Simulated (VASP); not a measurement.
The input files of a VASP run:

INCAR:
```
! general
SYSTEM  = Li2Se
PREC    = Accurate
ENCUT   = 620
LREAL   = .FALSE.   ! projection in real space or not
LASPH   = .TRUE.   ! aspherical one-centre terms

! electronic loop
EDIFF   = 1E-6   ! SCF stop (eV)
NELM    = 100   ! most electronic steps
ALGO    = Normal
LMAXMIX = 4

! smearing
ISMEAR  = 0
SIGMA   = 0.05

! functional
GGA     = PE

! ions
IBRION  = 2
NSW     = 40   ! most ionic steps
ISIF    = 3   ! ions, shape and volume
EDIFFG  = -0.02
PSTRESS = 450   ! kbar

! output
LWAVE   = .FALSE.
LCHARG  = .FALSE.
```

**KPOINTS**
```
Automatic mesh
0
Gamma
7 7 7
0 0 0
```

### POSCAR
```
Li2Se
1
    0.0000000000     2.6241381471     2.6241381471
    2.6241381471     0.0000000000     2.6241381471
    2.6241381471     2.6241381471     0.0000000000
Li Se
2 1
Direct
  0.2500000000   0.2500000000   0.2500000000
  0.7500000000   0.7500000000   0.7500000000
  0.0000000000   0.0000000000   0.0000000000
```

POTCAR, in this order: Li_sv Se (PBE.64 set). Program: vasp_std.

Problem. Write an equivalent input for Ansatz.

Solution. One equivalent input (not run):
Ansatz 0.2 input:
```yaml
crystal:
  lattice:
    - [0.0000000, 2.6241381, 2.6241381]
    - [2.6241381, 0.0000000, 2.6241381]
    - [2.6241381, 2.6241381, 0.0000000]
  atoms:
    - { symbol: Li, position: [0.2500000, 0.2500000, 0.2500000] }
    - { symbol: Li, position: [0.7500000, 0.7500000, 0.7500000] }
    - { symbol: Se, position: [0.0000000, 0.0000000, 0.0000000] }
kpoints:
  mp_grid: { grid: [7, 7, 7] }
hamiltonian:
  xc: pbe
  pseudopotentials: { kind: paw }
scf:
  occupations: { method: gaussian, width: 0.05 }
  max_iter: 100
relax:
  max_steps: 40
  f_tol: 0.02
  cell: { p_target: 45 }
output: { forces: true, stress: true, eigenvalues: true }
```
Limits of the translation: each code has its own PAW files, so the cut-off isn't converted (ENCUT is set for VASP's; basis.ecutwfc is left out, and Ansatz then takes the one that its files recommend); Ansatz stops its SCF on the density residual and VASP on the energy change (EDIFF).

The compound is Li2Se in the antifluorite structure. This run relaxes it under an external pressure of 45 GPa. Symmetry was kept, so distortions that lower it aren't found.
